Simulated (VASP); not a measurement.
Computed with PBE GGA, VASP's PBE PAW potentials (set 64) (plane waves; VASP).

A VASP calculation is set up with these files.

**POSCAR**
```
Mg
1
    1.6694083737    -2.8915005939     0.0000000000
    1.6694083737     2.8915005939     0.0000000000
    0.0000000000     0.0000000000     5.3180888642
Mg
2
Direct
  0.3333330000   0.6666670000   0.2500000000
  0.6666670000   0.3333330000   0.7500000000
```

### INCAR
```
ALGO = Normal
EDIFF = 1E-7
ENCUT = 480
GGA = PE
ISIF = 2
ISMEAR = 1
LASPH = .TRUE.
LCHARG = .FALSE.
LREAL = .FALSE.
LWAVE = .FALSE.
NELM = 100
PREC = Accurate
SIGMA = 0.1
SYSTEM = Mg
```

**KPOINTS**
```
Automatic mesh
0
gamma
  12 12 8
0 0 0
```

POTCAR, in this order: Mg (PBE.64 set). Program: vasp_std.

Output of the run:

File OUTCAR:
```
 ion  position               nearest neighbor table
   1  0.333  0.667  0.250-   2 3.28   2 3.28   2 3.28   2 3.28   2 3.28   2 3.28
   2  0.667  0.333  0.750-   1 3.28   1 3.28   1 3.28   1 3.28   1 3.28   1 3.28
  LATTYP: Found a hexagonal cell.
 ALAT       =     3.3388171562
 C/A-ratio  =     1.5928062590
 Subroutine PRICEL returns:
 Original cell was already a primitive cell.
 Subroutine GETGRP returns: Found 24 space group operations
The static configuration has the point symmetry D_3d.
 The point group associated with its full space group is D_6h.
The dynamic configuration has the point symmetry D_3d.
 Subroutine INISYM returns: Found 24 space group operations
 Subroutine IBZKPT returns following result:
 Found     95 irreducible k-points:

 Following reciprocal coordinates:
            Coordinates               Weight
  0.000000  0.000000  0.000000      1.000000
  0.083333  0.000000  0.000000      6.000000
  0.166667  0.000000  0.000000      6.000000
  0.250000  0.000000  0.000000      6.000000
  0.333333  0.000000  0.000000      6.000000
  0.416667  0.000000  0.000000      6.000000
  0.500000  0.000000  0.000000      3.000000
  0.083333  0.083333  0.000000      6.000000
  0.166667  0.083333  0.000000     12.000000
  0.250000  0.083333  0.000000     12.000000
  0.333333  0.083333  0.000000     12.000000
  0.416667  0.083333  0.000000     12.000000
  0.166667  0.166667  0.000000      6.000000
  0.250000  0.166667  0.000000     12.000000
  0.333333  0.166667  0.000000     12.000000
  0.416667  0.166667  0.000000      6.000000
  0.250000  0.250000  0.000000      6.000000
  0.333333  0.250000  0.000000     12.000000
  0.333333  0.333333  0.000000      2.000000
  0.000000  0.000000  0.125000      2.000000
  0.083333  0.000000  0.125000     12.000000
  0.166667  0.000000  0.125000     12.000000
...
```

**OSZICAR**
```
       N       E                     dE             d eps       ncg     rms          rms(c)
DAV:   1    -0.949627077576E-02   -0.94963E-02   -0.12368E+03  1140   0.441E+02
DAV:   2    -0.293603007402E+01   -0.29265E+01   -0.28210E+01  1494   0.271E+01
DAV:   3    -0.295905133890E+01   -0.23021E-01   -0.22965E-01  1668   0.325E+00
DAV:   4    -0.295911678837E+01   -0.65449E-04   -0.65449E-04  1566   0.151E-01
DAV:   5    -0.295911710511E+01   -0.31674E-06   -0.31659E-06  1650   0.871E-03    0.982E-01
DAV:   6    -0.295360097040E+01    0.55161E-02   -0.96067E-04  1380   0.344E-01    0.631E-01
DAV:   7    -0.294579886531E+01    0.78021E-02   -0.38688E-03  1266   0.609E-01    0.373E-02
DAV:   8    -0.294581373521E+01   -0.14870E-04   -0.18902E-05  1806   0.388E-02    0.882E-03
DAV:   9    -0.294581117643E+01    0.25588E-05   -0.17540E-06  1380   0.931E-03    0.649E-04
DAV:  10    -0.294581081104E+01    0.36539E-06   -0.71710E-09  1248   0.793E-04    0.171E-04
DAV:  11    -0.294581073741E+01    0.73628E-07   -0.11571E-09   804   0.296E-04
   1 F= -.29458107E+01 E0= -.29457605E+01  d E =-.150842E-03
```

### OUTCAR
```
------------------------ aborting loop because EDIFF is reached ----------------------------------------
  FORCE on cell =-STRESS in cart. coord.  units (eV):
  Direction    XX          YY          ZZ          XY          YZ          ZX
  --------------------------------------------------------------------------------------
  Total       -1.0399440     -1.0399443     -1.1582111      0.0000000     -0.0000000      0.0000000
  in kB      -32.4525672    -32.4525778    -36.1432209      0.0000000     -0.0000000      0.0000000
  external PRESSURE =     -33.6827886 kB  Pullay stress =       0.0000000 kB
  volume of cell :       51.34
      direct lattice vectors                 reciprocal lattice vectors
     1.669408374 -2.891500594  0.000000000     0.299507303 -0.172920594  0.000000000
     1.669408374  2.891500594  0.000000000     0.299507303  0.172920594  0.000000000
     0.000000000  0.000000000  5.318088864     0.000000000  0.000000000  0.188037475
 POSITION                                       TOTAL-FORCE (eV/Angst)
 -----------------------------------------------------------------------------------
      1.66941      0.96384      1.32952         0.000000      0.000000      0.000000
      1.66941     -0.96384      3.98857        -0.000000     -0.000000      0.000000
 -----------------------------------------------------------------------------------
    total drift:                               -0.000000     -0.000005      0.000001
  FREE ENERGIE OF THE ION-ELECTRON SYSTEM (eV)
  ---------------------------------------------------
  free  energy   TOTEN  =        -2.9458107374 eV

  energy  without entropy=       -2.9456598951  energy(sigma->0) =       -2.94576046
```
(Selected blocks of OUTCAR.)

File OUTCAR:
```
 val. band max:        1.9569578917   @ k =   0.3333   0.1667   0.1250

 cond. band min:       2.0194076136   @ k =   0.3333   0.0833   0.1250


 Fermi energy:         2.0168681982

 k-point     1 :       0.0000    0.0000    0.0000
  band No.  band energies     occupation
      1      -4.3879      2.00000
      2       0.6651      2.00000
      3       0.9979      2.00000
      4      12.0436      0.00000
      5      12.0436      0.00000
      6      12.1919      0.00000

 k-point     2 :       0.0833    0.0000    0.0000
  band No.  band energies     occupation
      1      -4.2627      2.00000
      2       0.7806      2.00000
      3       1.1208      2.00000
      4       9.9815      0.00000
      5      10.9244      0.00000
      6      11.7946      0.00000

 k-point     3 :       0.1667    0.0000    0.0000
  band No.  band energies     occupation
      1      -3.8880      2.00000
      2       1.1270      2.00000
      3       1.4857      2.00000
      4       7.6412      0.00000
      5       9.9522      0.00000
      6      10.7395      0.00000

 k-point     4 :       0.2500    0.0000    0.0000
  band No.  band energies     occupation
      1      -3.2664      2.00000
      2       1.7046      2.00009
      3       2.0759      0.16853
      4       5.4723      0.00000
      5       9.1975      0.00000
      6       9.6231      0.00000

 k-point     5 :       0.3333    0.0000    0.0000
  band No.  band energies     occupation
      1      -2.4022      2.00000
      2       2.5128     -0.00000
      3       2.7109     -0.00000
      4       3.6878     -0.00000
      5       8.1073      0.00000
      6       8.2774      0.00000

 k-point     6 :       0.4167    0.0000    0.0000
  band No.  band energies     occupation
      1      -1.3018      2.00000
      2       1.5544      2.00000
      3       3.5471     -0.00000
      4       4.1215      0.00000
      5       6.3776      0.00000
      6       6.7903      0.00000
...
```

The compound is Mg in the hcp structure. This cell was strained or had an atom moved on purpose.
